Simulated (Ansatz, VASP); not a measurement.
BiIr: VASP beside Ansatz

INCAR

```
PREC     = Accurate       # precision mode
ENCUT    = 520            # plane-wave cutoff, eV
EDIFF    = 1E-6           # SCF threshold, eV
ISMEAR   = -1             # smearing method
SIGMA    = 0.1            # smearing width, eV
LREAL    = F              # projectors in reciprocal space
LASPH    = T              # aspherical terms in the spheres
NELM     = 80             # most SCF steps
ALGO     = Normal         # electronic algorithm
ISIF     = 2              # what is computed and relaxed
LWAVE    = F              # write WAVECAR
LCHARG   = T              # write CHGCAR
GGA      = PS             # functional
LELF     = T              # ELF
LVHAR    = T            
NBANDS   = 19             # bands
```

File KPOINTS:

```
Automatic mesh
0
Gamma
  12 12 12
```

POSCAR

```
BiIr
1.0
    0.0000000000      2.7595873792      2.7595873792
    2.7595873792      0.0000000000      2.7595873792
    2.7595873792      2.7595873792      0.0000000000
Ir Bi
1 1
Direct
    0.0000000000      0.0000000000      0.0000000000
    0.2500000000      0.2500000000      0.2500000000
```

Input for Ansatz:

```yaml
crystal:
  lattice:
    - [0.0, 2.7595873792, 2.7595873792]
    - [2.7595873792, 0.0, 2.7595873792]
    - [2.7595873792, 2.7595873792, 0.0]
  atoms:
    - { symbol: Ir, position: [0.0, 0.0, 0.0] }
    - { symbol: Bi, position: [0.25, 0.25, 0.25] }
kpoints:
  mp_grid: { grid: [12, 12, 12] }
scf:
  occupations: { method: fermi_dirac, width: 0.1 }
hamiltonian:
  xc: pbesol
  pseudopotentials: { kind: all_electron, lapw: { basis_error: 0.001 } }
output:
  forces: true
  stress: true
  eigenvalues: true
  populations: true
```

Change from the starting cell: volume scaled by 0.76, LAPW.

Alike in both runs: task single point; functional PBEsol; k mesh 12 × 12 × 12; occupations fermi-dirac, width 0.1 eV; no spin polarisation.

```csv
,VASP,Ansatz
version,VASP 6.6.1,Ansatz 0.2.0
potentials or method,"VASP PAW PBE potentials, release 64 (Ir, Bi_d)","all-electron LAPW, scalar-relativistic"
plane-wave cutoff (eV),520,see its input
```

```tsv
	VASP	Ansatz	Ansatz less VASP
pressure (GPa)	53.5	52.6	-0.85
```

Ansatz ran all-electron here, so the differences hold the error of VASP's frozen core and of both bases.

Caveats: so large a pressure means that the cell lies far from this level's equilibrium, or that cutoff or potentials fall short (VASP); the potentials were made for another functional, which shifts forces and pressure (VASP); spin-orbit coupling is left out, which moves the levels of the heavy elements.
